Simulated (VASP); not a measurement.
A periodic (110) film of InP (zinc blende) under biaxial in-plane strain, normal axis and ions relaxed with LDA. Gaps from mBJ in VASP (PAW), over mesh and path in the film cell's folded zone.

Unless said otherwise, spin-orbit coupling is left out, though it shifts the bands of the heavy elements here.

```csv
strain (%),gap (eV)
-1,1.778
+0,1.745
+1,1.616
```

Problem. Take the slope on the side of tension and predict the gap at +2 %.

Solution. The slope is -0.129 eV per cent, which gives 1.745 + (-0.129)(+2) = 1.49 eV. The run gave 1.46 eV, -0.03 eV from the line.

The compound is InP in the zinc blende structure.
